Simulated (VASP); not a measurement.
Energy against volume of TiO₂ (rutile). All values below come from SCAN meta-GGA, VASP's PBE PAW potentials (set 64) (plane waves; VASP). Settings: 520 eV cut-off, 5×5×8 Γ-centred mesh, Gaussian smearing of 0.050 eV, potentials Ti_sv O.

Shape and ions are relaxed at each volume.

```json
[
 {"V (Å³/atom)": "10.096", "E (eV/atom)": "-12.86008"},
 {"V (Å³/atom)": "10.408", "E (eV/atom)": "-12.86839"},
 {"V (Å³/atom)": "10.721", "E (eV/atom)": "-12.86265"},
 {"V (Å³/atom)": "11.033", "E (eV/atom)": "-12.84523"}
]
```

Problem. Fit these four points and predict the energy of the run at 9.784 Å³/atom.

Solution. A cubic in V^(−2/3), the third-order Birch-Murnaghan form, passes through the four points with V0 = 10.43 Å³/atom and B0 = 237 GPa, and gives -12.8350 eV/atom there. The run gave -12.8353 eV/atom, -0.3 meV/atom from the fit; all five points give B0 = 236 GPa.

The compound is TiO2 in the rutile structure. It was relaxed first.
